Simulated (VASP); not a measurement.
Input:

```
SnO
1.0
    2.87404    -2.10031     0.00000
    2.87404     2.10031     0.00000
   -1.04317     0.00000     6.20712
Sn O
2 2
Direct
  0.00000   0.50000   0.00000
  0.50000   0.00000   0.50000
  0.58160   0.41840   0.25000
  0.41840   0.58160   0.75000
```

The numbers are results of PBE GGA, VASP's PBE PAW potentials (set 64) (plane waves; VASP), not measurements. Numerical set-up: 520 eV cut-off, 6×6×4 Γ-centred mesh, Gaussian smearing of 0.050 eV, potentials Sn_d O.

Give the force on each atom (eV/Å).

```json
[
 {"atom": "Sn1", "Fx": "0.000", "Fy": "0.000", "Fz": "0.000"},
 {"atom": "Sn2", "Fx": "0.000", "Fy": "0.000", "Fz": "0.000"},
 {"atom": "O3", "Fx": "0.000", "Fy": "0.191", "Fz": "0.000"},
 {"atom": "O4", "Fx": "0.000", "Fy": "-0.191", "Fz": "0.000"}
]
```

Give the stress tensor in GPa (positive for a compressed cell).

```
-6.88   0.00   0.98
 0.00  -3.14   0.00
 0.98   0.00  -0.59
```
The pressure is its mean diagonal, -3.54 GPa.

The structure was generated: SnO was put into the tenorite type (C2/c), which need not be its known phase. The cell was not relaxed at this level. The k-mesh is coarse (spacing up to 0.31 per Å, 2π included), so the numbers may not be converged in it.
